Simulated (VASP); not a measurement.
Here is a VASP 6.6.1 calculation.

The input INCAR:

```
ALGO     = Normal         # electronic algorithm
EDIFF    = 1E-7           # SCF threshold, eV
ENCUT    = 520            # plane-wave cutoff, eV
GGA      = PE             # functional
ISIF     = 2              # what is computed and relaxed
ISMEAR   = 0              # smearing method
LASPH    = True           # aspherical terms in the spheres
LCHARG   = True           # write CHGCAR
LELF     = True           # ELF
LREAL    = False          # projectors in reciprocal space
LWAVE    = False          # write WAVECAR
NELM     = 100            # most SCF steps
PREC     = Accurate       # precision mode
SIGMA    = 0.01           # smearing width, eV
```

File KPOINTS:

```
k-points
0
Gamma
  1 1 1
```

The input POSCAR:

```
H2CBrN
1.0
   13.0000000000      0.0000000000      0.0000000000
    0.0000000000     11.0000000000      0.0000000000
    0.0000000000      0.0000000000     11.0000000000
N C Br H
1 1 1 2
Direct
    0.4276384600      0.4499636400      0.5132000000
    0.5127153800      0.4962909100      0.4897000000
    0.6274153800      0.4709545500      0.5932181800
    0.3745846200      0.4724727300      0.4487181800
    0.5338615400      0.5538545500      0.4129636400
```

Potentials or basis: VASP PAW PBE potentials, release 64 (N, C, Br, H).

The run is started by

```sh
$ cat potpaw_PBE.64/N/POTCAR potpaw_PBE.64/C/POTCAR potpaw_PBE.64/Br/POTCAR potpaw_PBE.64/H/POTCAR > POTCAR
$ mpirun -np 1 vasp_gam > vasp.out
```

(1) Estimate the largest force.

(2) Estimate the gap between the frontier levels.

## Answers

(1) 0.847 eV/Å.

(2) 5.00 eV.

Caveat: the standard files for N, O and F lose accuracy on very short bonds.
